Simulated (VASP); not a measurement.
A run of VASP 6.6.1 is set up as follows.

The input INCAR:

```
PREC = Normal
ENCUT = 520
EDIFF = 1E-4
ISMEAR = 0
SIGMA = 0.15
LREAL = False
LASPH = True
NELM = 60
ALGO = Fast
ISIF = 3
LWAVE = False
LCHARG = False
GGA = PE
IBRION = 2
NSW = 24
EDIFFG = -0.08
```

File KPOINTS:

```
Automatic mesh
0
Gamma
  6 6 6
```

POSCAR

```
Si3Ge
1.0
   -2.2894561400      2.2894561400      3.1328009400
    2.2894561400     -2.2894561400      3.1328009400
    2.2894561400      2.2894561400     -3.1328009400
Si Ge
3 1
Direct
    0.0000000000      0.0000000000      0.0000000000
    0.7500000000      0.2500000000      0.5000000000
    0.2500000000      0.7500000000      0.5000000000
    0.5000000000      0.5000000000      0.0000000000
```

Potentials or basis: VASP PAW PBE potentials, release 64 (Si, Ge_d).

Command:

```sh
$ cat potpaw_PBE.64/Si/POTCAR potpaw_PBE.64/Ge_d/POTCAR > POTCAR
$ mpirun -np 1 vasp_std > vasp.out
```

Q: What does it give for the space group after relaxing (to 0.05 Å)?

A: I4/mmm (No. 139).

Q: Estimate the relaxed cell.

A: a = 4.394 Å, b = 4.394 Å, c = 4.394 Å, α = 115.41°, β = 115.41°, γ = 98.14°.

Q: Predict the relaxed volume.

A: 15.86 Å³/atom.

Step by step:
```tsv
step	energy change (eV)	largest force (eV/Å)	pressure (GPa)	volume (Å³)
1	0.0000	0.0000	-1.62	65.68
2	-0.0115	0.0000	-0.37	64.12
3	-0.0051	0.0000	1.87	62.37
4	-0.0099	0.0000	1.25	63.05
5	-0.0159	0.0000	2.17	62.65
6	-0.0296	0.0000	3.25	61.45
7	-0.0456	0.0000	4.06	61.58
8	-0.1032	0.0000	2.30	61.92
9	-0.1127	0.0000	2.01	62.52
10	-0.1230	0.0000	1.86	62.37
11	-0.1256	0.0000	2.43	62.20
12	-0.1256	0.0000	2.13	62.27
13	-0.1329	0.0000	0.69	62.92
14	-0.1342	0.0000	0.94	63.09
15	-0.1360	0.0000	0.32	63.43
```

Caveat: the relaxation stopped at a loose force limit of 0.08 eV/Å, so its end isn't a converged minimum.
